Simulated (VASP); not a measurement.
Data:

```cif
data_Ba2
_chemical_formula_sum 'Ba2'
_space_group_name_H-M_alt 'Im-3m'
_space_group_IT_number 229
_space_group_name_Hall '-I 4 2 3'
_cell_length_a 5.07998
_cell_length_b 5.07998
_cell_length_c 5.07998
_cell_angle_alpha 90.000
_cell_angle_beta 90.000
_cell_angle_gamma 90.000
loop_
_atom_site_label
_atom_site_type_symbol
_atom_site_symmetry_multiplicity
_atom_site_Wyckoff_symbol
_atom_site_fract_x
_atom_site_fract_y
_atom_site_fract_z
_atom_site_occupancy
Ba1 Ba 2 a 0.00000 0.00000 0.00000 1
```
(The calculation used a cell of 1 atom; values per cell refer to that cell.)

These are r2SCAN meta-GGA, VASP's PBE PAW potentials (set 64) (plane waves; VASP) values and carry that method's errors. Settings: 480 eV cut-off, 10×10×10 Γ-centred mesh, first-order Methfessel-Paxton smearing of 0.10 eV, potentials Ba_sv.

Each relaxation starts from this cell; other phases were not tried.

### Question
The cell is relaxed at 2 GPa. What happens?

### Answer
The volume per atom goes from 65.55 to 54.83 Å³ (-16.3 %), and the cell becomes a = b = c = 4.787 Å, α = β = γ = 90.00°, space group Im-3m.

### Question
The cell is relaxed at 15 GPa. What happens?

### Answer
The volume per atom goes from 65.55 to 32.92 Å³ (-49.8 %), and the cell becomes a = b = c = 4.038 Å, α = β = γ = 90.00°, space group Im-3m.

Failed runs are left out, and for metals the shear rows, which the mesh's noise covers.

The compound is Ba in the bcc structure.
